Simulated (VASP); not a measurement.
Output of a VASP run:

OSZICAR:
```
       N       E                     dE             d eps       ncg     rms          rms(c)
DAV:   1     0.885023926918E+02    0.88502E+02   -0.69898E+03   528   0.929E+02
DAV:   2    -0.211983732696E+01   -0.90622E+02   -0.84640E+02   630   0.227E+02
DAV:   3    -0.586759062255E+01   -0.37478E+01   -0.37294E+01   600   0.500E+01
DAV:   4    -0.589975679656E+01   -0.32166E-01   -0.32160E-01   620   0.517E+00
DAV:   5    -0.590022956790E+01   -0.47277E-03   -0.47277E-03   580   0.618E-01    0.533E+00
DAV:   6    -0.569734274574E+01    0.20289E+00   -0.49733E-01   597   0.946E+00    0.370E+00
DAV:   7    -0.569511911232E+01    0.22236E-02   -0.10006E-01   520   0.247E+00    0.199E+00
DAV:   8    -0.569420361046E+01    0.91550E-03   -0.47165E-03   555   0.840E-01    0.392E-01
DAV:   9    -0.569427402060E+01   -0.70410E-04   -0.63095E-04   580   0.360E-01    0.671E-02
DAV:  10    -0.569434985646E+01   -0.75836E-04   -0.13575E-04   535   0.112E-01    0.175E-02
DAV:  11    -0.569435239375E+01   -0.25373E-05   -0.22694E-06   599   0.162E-02    0.316E-03
DAV:  12    -0.569435257898E+01   -0.18523E-06   -0.40522E-07   370   0.535E-03
   1 F= -.56943526E+01 E0= -.56925649E+01  d E =-.357537E-02
```

File OUTCAR:
```
------------------------ aborting loop because EDIFF is reached ----------------------------------------
  FORCE on cell =-STRESS in cart. coord.  units (eV):
  Direction    XX          YY          ZZ          XY          YZ          ZX
  --------------------------------------------------------------------------------------
  Total       -1.5432164     -1.5432164     -1.5432164     -0.0000000      0.0000000      0.0000000
  in kB      -54.5152413    -54.5152413    -54.5152413     -0.0000000      0.0000000      0.0000000
  external PRESSURE =     -54.5152413 kB  Pullay stress =       0.0000000 kB
  volume of cell :       45.35
      direct lattice vectors                 reciprocal lattice vectors
     0.000000000  2.830500000  2.830500000    -0.176647235  0.176647235  0.176647235
     2.830500000  0.000000000  2.830500000     0.176647235 -0.176647235  0.176647235
     2.830500000  2.830500000  0.000000000     0.176647235  0.176647235 -0.176647235
  FREE ENERGIE OF THE ION-ELECTRON SYSTEM (eV)
  ---------------------------------------------------
  free  energy   TOTEN  =        -5.6943525790 eV

  energy  without entropy=       -5.6907772074  energy(sigma->0) =       -5.69256489
```
(Selected blocks of OUTCAR.)

POSCAR:
```
AgCl
1
    0.0000000000     2.8305000000     2.8305000000
    2.8305000000     0.0000000000     2.8305000000
    2.8305000000     2.8305000000     0.0000000000
Ag Cl
1 1
Direct
  0.0000000000   0.0000000000   0.0000000000
  0.5000000000   0.5000000000   0.5000000000
```

Problem. Write an INCAR and KPOINTS that could have produced this output.

Solution. This is not unique; one that fits is the input of the run itself, PBE GGA, plane waves, VASP's PBE PAW potentials (set 64).

### KPOINTS
```
K-points
0
Gamma
 7 7 7
```

INCAR:
```
ALGO = Normal
EDIFF = 1E-6
ENCUT = 400
GGA = PE
ISIF = 2
ISMEAR = 0
LASPH = .TRUE.
LCHARG = .FALSE.
LMAXMIX = 4
LREAL = .FALSE.
LWAVE = .FALSE.
NELECT = 17.9
NELM = 100
PREC = Accurate
SIGMA = 0.05
SYSTEM = AgCl
```

POTCAR, in this order: Ag Cl (PBE.64 set). Program: vasp_std.

The cell is charged, with a uniform compensating background.

The compound is AgCl in the rock salt structure. The cell was not relaxed at this level. The run is one of a series of settings (NELECT = 17.9 against the base run), some of them coarse on purpose.
